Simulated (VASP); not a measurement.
The input files of a VASP run:

### INCAR
```
# general
SYSTEM  = CuF
PREC    = Accurate
ENCUT   = 620   # plane-wave cut-off (eV)
LREAL   = .FALSE.
LASPH   = .TRUE.

# electronic loop
EDIFF   = 1E-6   # SCF stop (eV)
NELM    = 100   # most electronic steps
ALGO    = Normal   # blocked Davidson
LMAXMIX = 4

# smearing
ISMEAR  = 1   # Methfessel-Paxton
SIGMA   = 0.1   # width (eV)

# functional
GGA     = PS

# ions
IBRION  = 2   # conjugate gradients
NSW     = 40   # most ionic steps
ISIF    = 3
EDIFFG  = -0.02   # ionic stop
PSTRESS = 450   # kbar

# output
LWAVE   = .FALSE.
LCHARG  = .FALSE.
```

POSCAR:
```
CuF
1
    2.5334475777    -0.0000000000     0.0000000000
   -0.0000000000     2.5334475777    -0.0000000000
   -0.0000000000    -0.0000000000     2.5334475777
Cu F
1 1
Direct
  0.0000000000   0.0000000000   0.0000000000
  0.5000000000   0.5000000000   0.5000000000
```

**KPOINTS**
```
K-points
0
Gamma
 14 14 14
```

POTCAR, in this order: Cu F (PBE.64 set). Program: vasp_std.

Write an equivalent input for Ansatz.

One equivalent input (not run):
Ansatz 0.2 input:
```yaml
crystal:
  lattice:
    - [2.5334476, 0.0000000, 0.0000000]
    - [0.0000000, 2.5334476, 0.0000000]
    - [0.0000000, 0.0000000, 2.5334476]
  atoms:
    - { symbol: Cu, position: [0.0000000, 0.0000000, 0.0000000] }
    - { symbol: F, position: [0.5000000, 0.5000000, 0.5000000] }
kpoints:
  mp_grid: { grid: [14, 14, 14] }
hamiltonian:
  xc: pbesol
  pseudopotentials: { kind: paw }
scf:
  occupations: { method: methfessel_paxton, width: 0.1 }
  max_iter: 100
relax:
  max_steps: 40
  f_tol: 0.02
  cell: { p_target: 45 }
output: { forces: true, stress: true, eigenvalues: true }
```
What does not carry over: each code has its own PAW files, so the cut-off isn't converted (ENCUT is set for VASP's; basis.ecutwfc is left out, and Ansatz then takes the one that its files recommend); Ansatz stops its SCF on the density residual and VASP on the energy change (EDIFF).

The structure was generated: CuF was put into the CsCl type type (Pm-3m), which need not be its known phase. It was relaxed first under an external pressure of 45 GPa.
